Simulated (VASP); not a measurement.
Here is the system:

```
KCl
1.0
    0.00000     3.19198     3.19198
    3.19198     0.00000     3.19198
    3.19198     3.19198     0.00000
K Cl
1 1
Cartesian
  0.00000   0.00000   0.00000
  3.19198   3.19198   3.19198
```

Calculation: PBE GGA, VASP's PBE PAW potentials (set 64) (plane waves; VASP). Run with 480 eV cut-off, 8×8×8 Γ-centred mesh, Gaussian smearing of 0.050 eV, potentials K_sv Cl.

### Question
Estimate the energy per atom (σ→0), band gap (on the k-mesh) with the smallest direct gap where there is one.

### Answer

```json
{
 "band gap (on the k-mesh)": "5.04 eV",
 "smallest direct gap (on the k-mesh)": "5.04 eV",
 "energy per atom (σ→0)": "-3.405 eV/atom"
}
```

Only differences to runs with the same potentials and settings are physical.

The compound is KCl in the rock salt structure. It was relaxed first.
